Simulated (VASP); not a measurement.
Here is the system:

```
Fe
1.0
   -1.39150     1.39150     1.39150
    1.39150    -1.39150     1.39150
    1.39150     1.39150    -1.39150
Fe
1
Direct
  0.00000   0.00000   0.00000
```
Starting moments (μB, in the order of the record's atoms Fe): 2.1.

These are PBEsol GGA, VASP's PBE PAW potentials (set 64) (plane waves; VASP) values and carry that method's errors. Run with 480 eV cut-off, 16×16×16 Γ-centred mesh, first-order Methfessel-Paxton smearing of 0.10 eV, potentials Fe.

Each row applies one change to this cell, which was relaxed at other settings and keeps the small stress of the first row; at a fixed cut-off the stress holds a Pulay part, so it need not integrate to ΔE exactly. Stress is in GPa, positive when the cell is compressed.

| change | ΔE (meV/atom) | σxx | σyy | σzz | largest shear component, with its sign (GPa) | largest force (eV/Å) | moment (μB) |
|---|---|---|---|---|---|---|---|
| none | 0.0 | 0.53 | 0.53 | 0.53 | 0.00 | 0.000 | 2.09 |
| isotropic strain of +0.5 % | 1.1 | -2.75 | -2.75 | -2.75 | 0.00 | 0.000 | 2.11 |
| uniaxial strain of -3.0 % along z | 12.1 | 6.01 | 6.01 | 11.26 | 0.00 | 0.000 | 2.02 |
| uniaxial strain of -1.0 % along x | 1.7 | 4.17 | 2.26 | 2.26 | 0.00 | 0.000 | 2.07 |
| biaxial strain of -0.5 % in the xy plane | 1.3 | 3.20 | 3.20 | 2.27 | 0.00 | 0.000 | 2.07 |
| biaxial strain of -4.0 % in the xy plane | 63.5 | 25.03 | 25.03 | 17.84 | 0.00 | 0.000 | 1.93 |
| isotropic strain of +4.0 % | 83.7 | -19.10 | -19.10 | -19.10 | 0.00 | 0.000 | 2.29 |

Failed runs are left out, and for metals the shear rows, which the mesh's noise covers.

The compound is Fe in the bcc structure. The spin order is the one that the start imposed; others were not tried in this run.
